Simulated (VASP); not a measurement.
Given:

```xyz
2
Lattice="0.0000 2.9775 2.9775 2.9775 0.0000 2.9775 2.9775 2.9775 0.0000" Properties=species:S:1:pos:R:3 pbc="T T T"
Eu     0.0000     0.0000     0.0000
S      2.9775     2.9775     2.9775
```

These are RPBE GGA, VASP's PBE PAW potentials (set 64) (plane waves; VASP) values and carry that method's errors. Numerical set-up: 520 eV cut-off, 9×9×9 Γ-centred mesh, tetrahedra with Blöchl corrections, potentials Eu_2 S.

The 4f electrons are frozen in the core of the lanthanide potential, so 4f levels, which can set the real gap, and their magnetism are missing.

The job: EuS (rock salt), 2 atoms, RPBE, static run, 520 eV, 9×9×9 Γ-centred mesh. Roughly how much core time does it take on a busy server core?

About 10 core-seconds (one run on a shared machine, a rough figure). It had 35 irreducible k-points, 11 bands, up to 1430 plane waves and 15 electronic steps.

The compound is EuS in the rock salt structure. It was relaxed first.
